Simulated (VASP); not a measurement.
Input:

```yaml
crystal:
  lattice:
    - [0.00000, 1.75797, 1.75797]
    - [1.75797, 0.00000, 1.75797]
    - [1.75797, 1.75797, 0.00000]
  atoms:
    - { symbol: Ni, position: [0.00000, 0.00000, 0.00000], spin: 0.8 }
```

The numbers are results of PBE GGA, VASP's PBE PAW potentials (set 64) (plane waves; VASP), not measurements. Run with PREC = Normal, EDIFF = 1E-5, 400 eV cut-off, 20×20×20 Γ-centred mesh, first-order Methfessel-Paxton smearing of 0.10 eV, potentials Ni.

### Question
What does the run give for the cell moment, energy per atom (σ→0), band gap (on the k-mesh) with the smallest direct gap where there is one?

### Answer

- band gap (on the k-mesh): none (metal, semimetal or under 0.01 eV)
- cell moment: 0.63 μB
- energy per atom (σ→0): -5.472 eV/atom

### Question
Give the moment on each site (PAW-sphere projection).

### Answer

| site | moment (μB) |
|---|---|
| Ni1 | 0.64 |

The compound is Ni in the fcc structure. It was relaxed first.
